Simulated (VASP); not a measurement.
Calculation: PBEsol GGA, VASP's PBE PAW potentials (set 64) (plane waves; VASP 6.6.1).

Input for VASP

POSCAR:
```
MgF2
1
    4.3192390537     0.0000000000     0.0000000000
    0.0000000000     4.3192390537     0.0000000000
    0.0000000000     0.0000000000     2.8843440590
Mg F
2 4
Direct
  0.0000000000   0.0000000000   0.0000000000
  0.5000000000   0.5000000000   0.5000000000
  0.3011204801   0.3011204801   0.0000000000
  0.8011204801   0.1988795199   0.5000000000
  0.1988795199   0.8011204801   0.5000000000
  0.6988795199   0.6988795199   0.0000000000
```

INCAR:
```
! general
SYSTEM =MgF2
PREC   =Accurate
ENCUT  =620
LREAL  =.False.
LASPH  =.True.

! electronic loop
EDIFF  =1E-6
NELM   =100
ALGO   =Normal

! smearing
ISMEAR =0
SIGMA  =0.05

! functional
GGA    =PS

! ions
IBRION =2
NSW    =40
ISIF   =3
EDIFFG =-0.02
PSTRESS=300

! output
LWAVE  =.False.
LCHARG =.False.
```

KPOINTS:
```
Automatic mesh
0
Gamma
5 5 8
0 0 0
```

POTCAR, in this order: Mg F (PBE.64 set). Program: vasp_std.

Task: What will the output report for the number of irreducible k-points (NKPTS), largest plane-wave count, number of space-group operations, FFT grid (NGX, NGY, NGZ)?

Result: 
```
Quantity                                      Result
--------------------------------------  ------------
number of irreducible k-points (NKPTS)            30
largest plane-wave count                        1915
number of space-group operations                  16
FFT grid (NGX, NGY, NGZ)                36 × 36 × 24
```

The compound is MgF2 in the rutile structure. It was relaxed first under an external pressure of 30 GPa.
